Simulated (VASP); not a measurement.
**TaSi$_{2}$ (space group P6_422): computed properties**

These are r2SCAN+rVV10, VASP's PBE PAW potentials (set 64) (plane waves; VASP 6.6.1) values and carry that method's errors.

space group: P6_422 (181)
cell: a = b = 4.770 Å, c = 6.562 Å, α = β = 90.00°, γ = 120.00°
volume per atom: 14.37 Å^3/atom
band gap (over mesh and band path): none (metal, semimetal or under 0.01 eV)
density: 9.14 g/cm³

Space group P6₄22 (No. 181); a = 4.770 Å, b = 4.770 Å, c = 6.562 Å, α = 90.00°, β = 90.00°, γ = 120.00°

```json
[
 {"atom": "Ta", "site": "3c", "symmetry": "222", "x": "0.5000", "y": "0.0000", "z": "0.0000"},
 {"atom": "Si", "site": "6i", "symmetry": "..2", "x": "0.1587", "y": "0.3173", "z": "0.0000"}
]
```

Unless said otherwise, spin-orbit coupling is left out, though it shifts the bands of the heavy elements here.

The structure comes from a measured TaSi2 entry (P6_422) of the Crystallography Open Database, whose conditions weren't checked. It was relaxed first. Symmetry was kept, so distortions that lower it aren't found. The electron count is odd and the run is not spin-polarised, which forces a metal.
